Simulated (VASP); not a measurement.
Consider the following.

```
CELL_PARAMETERS angstrom
      1.56509    -2.71082     0.00000
      1.56509     2.71082     0.00000
      0.00000     0.00000     5.01173
ATOMIC_POSITIONS crystal
  Al 0.66667 0.33333 0.50005
  Al 0.33333 0.66667 0.00005
  N  0.66667 0.33333 0.88195
  N  0.33333 0.66667 0.38195
```

Computed with HSE06 screened hybrid, VASP's PBE PAW potentials (set 64) (plane waves; VASP). Run with 520 eV cut-off, 6×6×4 Γ-centred mesh, Gaussian smearing of 0.050 eV, potentials Al N.

Task: Give the stress tensor in GPa (positive for a compressed cell).

Result: 
```
-5.33   0.00   0.00
 0.00  -5.33   0.00
 0.00   0.00  -5.01
```
The pressure is its mean diagonal, -5.22 GPa.

The compound is AlN in the wurtzite structure. It was relaxed first. The cell's shape comes from a PBE relaxation.
